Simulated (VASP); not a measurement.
## InSb (relaxed from the wurtzite structure, space group P6_3mc): computed properties

Level of theory: r2SCAN meta-GGA, VASP's PBE PAW potentials (set 64) (plane waves; VASP).

```json
{
  "space_group": "P6_3mc (186)",
  "cell": "a = b = 4.6216 Å, c = 7.6132 Å, α = β = 90.00°, γ = 120.00°",
  "volume_per_atom": "35.21 Å³/atom",
  "band gap (over mesh and band path)": "0.05 eV",
  "smallest direct gap (over mesh and band path)": "0.05 eV",
  "band_edge_character": "direct, Γ to Γ",
  "density": "5.58 g/cm³"
}
```

InSb is taken in the hexagonal space group P6₃mc (No. 186), the wurtzite structure, Pearson symbol hP4. Conventional cell: a = b = 4.6216 Å, c = 7.6132 Å, α = β = 90.00°, γ = 120.00°. In on 2b is coordinated by 4 Sb at 2.836–2.846 Å (tetrahedral). Sb on 2b is coordinated by 4 In at 2.836–2.846 Å (tetrahedral). (Neighbours: up to the widest gap in distance over summed covalent radii, below 1.35, at either atom; cation-cation and far metal-metal contacts left out.)

Unless said otherwise, spin-orbit coupling is left out, though it shifts the bands of the heavy elements here.

The structure was generated: InSb was put into the wurtzite type (P6_3mc), which need not be its known phase. It was relaxed first. Symmetry was kept, so distortions that lower it aren't found.
